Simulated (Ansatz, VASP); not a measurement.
**NaBiH6: VASP beside Ansatz**

```
CELL_PARAMETERS angstrom
0.00000 4.20154 4.20154
4.20154 0.00000 4.20154
4.20154 4.20154 0.00000
ATOMIC_POSITIONS crystal
Na 0.00000 0.00000 0.00000
Bi 0.50000 0.50000 0.50000
H 0.72648 0.27352 0.27352
H 0.27352 0.72648 0.27352
H 0.27352 0.27352 0.72648
H 0.27352 0.72648 0.72648
H 0.72648 0.27352 0.72648
H 0.72648 0.72648 0.27352
```

Alike in both runs: functional PBE; k mesh 8 × 8 × 8; occupations gaussian, width 0.1 eV; no spin polarisation.

Ansatz relaxed the structure, and its values are those at the end. VASP's run is a single point on that final structure, the one shown.

```csv
,VASP,Ansatz
version,VASP 6.6.1,Ansatz 0.2.0
potentials or method,"VASP PAW PBE potentials, release 64 (Na_pv, Bi_d, H)","scalar-relativistic, plane waves, PAW"
plane-wave cutoff (eV),520,420
valence electrons in the cell,28,30
```

```csv
,VASP,Ansatz,Ansatz less VASP
gap on the k mesh at the Fermi level (eV),none,none,-
pressure (GPa),-0.1,0.0,+0.05
```

A gap of «none» marks a metal or a gap that the smearing closes. The two sets of potentials don't hold the same shells in valence.

Caveats: spin-orbit coupling is left out, which moves the levels of the heavy elements.
